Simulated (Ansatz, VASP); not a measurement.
# Li8H7F (random rock-salt alloy of LiF and LiH): VASP beside Ansatz, part 3 of 3

Aim: how closely do two programs agree when they are given the same cell, functional and k mesh? Of the first pair: The structure shown is the start of the Ansatz relaxation below; VASP solves that cell, so the two are compared at the walk's first step.

VASP 6.6.1 and Ansatz 0.2.0.

So far. Step 3 (VASP: single point, r2SCAN, start cell, pair 1): The run ends at a pressure of -1.25 GPa, with forces up to 0.24 eV/Å.

## (6) VASP: single point, r2SCAN, relaxed cell, pair 2

Level of this step: r2SCAN; plane waves and PAW (Li_sv, H, F) (VASP).

The same cell, functional and mesh now go to VASP, with its own data sets.

INCAR reads:

```
SYSTEM = Li8H7F
PREC = Accurate
ENCUT = 830
EDIFF = 1E-06
NELM = 120
ISMEAR = 0
SIGMA = 0.01
LREAL = Auto
ALGO = Normal
METAGGA = R2SCAN
LASPH = .TRUE.
NBANDS = 120
LORBIT = 11
LWAVE = .FALSE.
LCHARG = .FALSE.
ISIF = 2
GGA_COMPAT = .FALSE.
EFERMI = MIDGAP
LMIXTAU = .TRUE.
NCORE = 2
```

POSCAR reads:

```
Li8H7F
1.0
    8.0985840000     -0.0000600000      0.0046330000
   -0.0000600000      8.0659950000     -0.0000280000
    0.0046330000     -0.0000280000      8.0992690000
Li H F
32 28 4
Direct
    0.9992700000      0.0009100000      0.9993400000
    0.0012800000      0.2498500000      0.2507600000
    0.2495000000      0.0005500000      0.2495800000
    0.2507000000      0.2498700000      0.0013300000
    0.9991800000      0.0009800000      0.4999300000
    0.9995600000      0.2498500000      0.7478400000
    0.2494800000      0.0006300000      0.7495800000
    0.2482700000      0.2498300000      0.4977600000
    0.9992700000      0.4987900000      0.9993600000
    0.9993000000      0.7498900000      0.2494800000
    0.2494800000      0.4991400000      0.2496300000
    0.2494000000      0.7498400000      0.9993900000
    0.9991400000      0.4987300000      0.4999100000
    0.9984600000      0.7498400000      0.7498700000
    0.2495000000      0.4990600000      0.7495200000
    0.2496300000      0.7498800000      0.4997900000
    0.4998000000      0.0009600000      0.9992500000
    0.4976400000      0.2498300000      0.2483700000
    0.7495100000      0.0006500000      0.2495700000
    0.7477100000      0.2498600000      0.9996600000
    0.4997300000      0.0009100000      0.4998500000
    0.4993900000      0.2498400000      0.7512700000
    0.7494900000      0.9989000000      0.7496300000
    0.7512000000      0.2498200000      0.4995100000
    0.4998100000      0.4987200000      0.9992800000
    0.4997000000      0.7498800000      0.2497200000
    0.7495000000      0.4990600000      0.2496000000
    0.7497300000      0.7498600000      0.9985400000
    0.4997800000      0.4988000000      0.4998200000
    0.5005200000      0.7498400000      0.7493000000
    0.7494900000      0.5007900000      0.7496100000
    0.7492300000      0.7499100000      0.5006200000
    0.2497700000      0.0008100000      0.9997700000
    0.9996400000      0.0008200000      0.2498700000
    0.9989200000      0.2498100000      0.9990400000
    0.2492000000      0.0008400000      0.4993800000
    0.2494600000      0.2498000000      0.7495800000
    0.9992500000      0.9999700000      0.7493100000
    0.2497700000      0.4988800000      0.9997600000
    0.2494800000      0.7498500000      0.2495900000
    0.9996500000      0.4988600000      0.2498200000
    0.9993700000      0.7498800000      0.9994500000
    0.2491700000      0.4988400000      0.4993800000
    0.2494800000      0.7498800000      0.7495700000
    0.9992400000      0.4997100000      0.7493300000
    0.9997700000      0.7498400000      0.4993100000
    0.7492100000      0.9999600000      0.9993700000
    0.7494700000      0.2498400000      0.2495800000
    0.4993000000      0.0008200000      0.2493400000
    0.7496900000      0.9999800000      0.4998000000
    0.7494600000      0.2498400000      0.7495600000
    0.4996700000      0.9999800000      0.7497900000
    0.5000000000      0.2498800000      0.5001300000
    0.7492300000      0.4997300000      0.9993500000
    0.7494800000      0.7498500000      0.2496100000
    0.4993000000      0.4988600000      0.2493000000
    0.4992100000      0.7498700000      0.9998600000
    0.7497100000      0.4997200000      0.4998100000
    0.4996800000      0.4997200000      0.7498300000
    0.4995600000      0.7498100000      0.4997000000
    0.2494800000      0.2498200000      0.2495500000
    0.9996100000      0.2498700000      0.4994500000
    0.4993400000      0.2498400000      0.9996500000
    0.7494300000      0.7498300000      0.7495700000
```

KPOINTS reads:

```
Automatic mesh
0
Gamma
1 1 1
0 0 0
```

Potentials, in the order of the species: Li_sv, H and F (PBE family, release 64).

Started as:

```bash
$ mpirun -np 8 vasp_gam
```

Numbers of over 12 decimals in the logs are rounded to 6 here.

What it wrote:

```text
[banner, memory and clock lines left out]
running    8 mpi-ranks, on    1 nodes
[...]
[... a notice as in an earlier step ...]

 LDA part: xc-table for (None), standard interpolation
 POSCAR, INCAR and KPOINTS ok, starting setup
[...]
entering main loop
       N       E                     dE             d eps       ncg     rms          rms(c)
DAV:   1     0.184875042441E+04    0.18488E+04   -0.95498E+04   240   0.201E+03
DAV:   2     0.437626763127E+02   -0.18050E+04   -0.15946E+04   272   0.532E+02
DAV:   3    -0.207251610693E+03   -0.25101E+03   -0.24729E+03   336   0.157E+02
DAV:   4    -0.259545684219E+03   -0.52294E+02   -0.51715E+02   408   0.572E+01
[...]
DAV:  47    -0.236301848758E+03   -0.69144E-05   -0.63332E-07   144   0.325E-03    0.158E-03
DAV:  48    -0.236301850039E+03   -0.12812E-05   -0.27272E-07   144   0.189E-03    0.115E-03
DAV:  49    -0.236301850151E+03   -0.11222E-06   -0.14278E-07   144   0.153E-03
   1 F= -.23630185E+03 E0= -.23630185E+03  d E =0.000000E+00
```

From OUTCAR (step 6):

```text
  Total       -0.4886486     -0.4774989     -0.4724206      0.0045124     -0.0045615     -0.0145082
  in kB       -1.4797710     -1.4460064     -1.4306280      0.0136648     -0.0138137     -0.0439351
  external PRESSURE =      -1.4521351 kB  Pullay stress =       0.0000000 kB

 POSITION                                       TOTAL-FORCE (eV/Angst)
 -----------------------------------------------------------------------------------
      8.09730      0.00725      8.09855         0.006828     -0.004814      0.005402
      0.01151      2.01528      2.03097        -0.032452     -0.003746     -0.004021
      2.02175      0.00441      2.02257         0.019907     -0.001810      0.019618
      2.03031      2.01544      0.01193        -0.000441     -0.004522     -0.031902
      8.09426      0.00783      4.05370         0.014986     -0.024602     -0.003159
      8.09847      2.01521      6.06158        -0.011065     -0.000144     -0.010420
      2.02391      0.00505      6.07221         0.017300     -0.010079      0.015990
      2.01293      2.01510      4.03264        -0.012576      0.000797     -0.002885
      8.09727      4.02315      8.09870         0.005267     -0.002946      0.002965
      8.09403      6.04854      2.02521         0.021488      0.000922      0.021346
      2.02156      4.02604      2.02296         0.016602      0.022708      0.009504
      2.02437      6.04816      8.09546         0.020753      0.003067      0.022243
      8.09391      4.02268      4.05352         0.007783      0.021523     -0.004104
      8.08954      6.04812      6.07800         0.020997     -0.005858     -0.007857
[...]
-----------------------------------------------------------------------------------
    total drift:                                0.327230      0.020305      0.293298

  FREE ENERGIE OF THE ION-ELECTRON SYSTEM (eV)
  ---------------------------------------------------
  free  energy   TOTEN  =      -236.3018501514 eV

  energy  without entropy=     -236.3018501514  energy(sigma->0) =     -236.30185015

[... 1 part as in an earlier step ...]

[... 2 further parts left out ...]
[key lines of the parts left out:]
E-fermi :   2.1113
```

The run ends at a pressure of -0.15 GPa, with forces up to 0.040 eV/Å.

## (7) Comparison

What differs besides the data sets and the points named for the pairs above, as far as they apply: the cutoff is 500 eV in Ansatz and 830 eV in VASP (PREC = Accurate, projectors in real space). Total energies have different zeros and are not compared.

The two programs side by side:

```tsv
quantity	Ansatz	VASP	difference
pressure (GPa)	0.00	-0.15	+0.15
gap on the k mesh (eV)	4.166	4.120	+0.045
```

At this near-relaxed geometry the largest component of a force difference is 39 meV/Å. A gap on the mesh is an upper bound, since the band edges may lie between its points.

## (8) Results

```json
{
  "r.m.s. force difference (single point, r2SCAN, start cell, pair 1)": "17 meV/Å",
  "difference in gap on the k mesh (single point, r2SCAN, relaxed cell, pair 2)": "0.045 eV",
  "r.m.s. force difference (single point, r2SCAN, relaxed cell, pair 2)": "11 meV/Å"
}
```

In words: The r.m.s. force difference is 17 meV/Å (single point, r2SCAN, start cell, pair 1), beyond the 12 meV/Å picked in this series as the mark of a large difference. What causes the difference of the single point, r2SCAN, start cell, pair 1 pair stays open here. Such differences can come from data sets, numerical settings and the points named under the comparisons, not from the functional's error against experiment.

[Lines on the potential files, build, host, timing and source positions are cut from VASP's logs without a mark.]

[Logs are printed without paths, hosts, clocks, repeated set-up lines and the standing remarks that a program may print on its own settings, such as how far it seeks lower states.]

[Hosts, paths, dates, database ids (printed as entryN), source tags and the programs' standing remarks are cut or masked in the printed files.]
